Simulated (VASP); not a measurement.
These are vdW-DF-cx, VASP's PBE PAW potentials (set 64) (plane waves; VASP 6.6.1) values and carry that method's errors.

A VASP calculation is set up with these files.

**INCAR**
```
SYSTEM  =  GdN
PREC  =  Accurate; ENCUT  =  520; LREAL  =  .FALSE.
LASPH  =  .TRUE.
EDIFF  =  1E-6; NELM  =  100; ALGO  =  Normal
LMAXMIX  =  6
ISMEAR  =  0; SIGMA  =  0.05
GGA  =  CX; LUSE_VDW  =  .TRUE.; AGGAC  =  0.0
IBRION  =  2; NSW  =  60; ISIF  =  3
EDIFFG  =  -0.01
LWAVE  =  .FALSE.; LCHARG  =  .FALSE.
```

### KPOINTS
```
kpoints
0
G
8 8 8
```

**POSCAR**
```
GdN
1
    0.0000000000     2.4900000000     2.4900000000
    2.4900000000     0.0000000000     2.4900000000
    2.4900000000     2.4900000000     0.0000000000
Gd N
1 1
Direct
  0.0000000000   0.0000000000   0.0000000000
  0.5000000000   0.5000000000   0.5000000000
```

POTCAR, in this order: Gd_3 N (PBE.64 set). Program: vasp_std.

The 4f electrons are frozen in the core of the lanthanide potential, so 4f levels, which can set the real gap, and their magnetism are missing. Energy and stress use the plane-wave basis of the starting cell.

Problem. Estimate the energy per atom (σ→0), volume per atom, band gap (on the k-mesh).

Solution. 
```yaml
energy per atom (σ→0): -6.409 eV/atom
band gap (on the k-mesh): none (metal, semimetal or under 0.01 eV)
volume_per_atom: 15.04 Å^3/atom
```

**OSZICAR**
```
...
DAV:   2    -0.128321469061E+02    0.37786E-01   -0.18404E-01   728   0.301E+00    0.101E+00
DAV:   3    -0.128223421957E+02    0.98047E-02   -0.28760E-02   783   0.126E+00    0.941E-01
DAV:   4    -0.128188651355E+02    0.34771E-02   -0.13149E-02   728   0.107E+00    0.329E-01
DAV:   5    -0.128188304422E+02    0.34693E-04   -0.10939E-03   816   0.280E-01    0.789E-02
DAV:   6    -0.128187861011E+02    0.44341E-04   -0.18228E-04   806   0.119E-01    0.109E-02
DAV:   7    -0.128187869015E+02   -0.80036E-06   -0.10080E-05   781   0.324E-02    0.508E-03
DAV:   8    -0.128187868018E+02    0.99693E-07   -0.11099E-07   432   0.304E-03
   3 F= -.12818787E+02 E0= -.12818731E+02  d E =-.107787E-01
```

The compound is GdN in the rock salt structure. This run relaxes it. Symmetry was kept, so distortions that lower it aren't found.
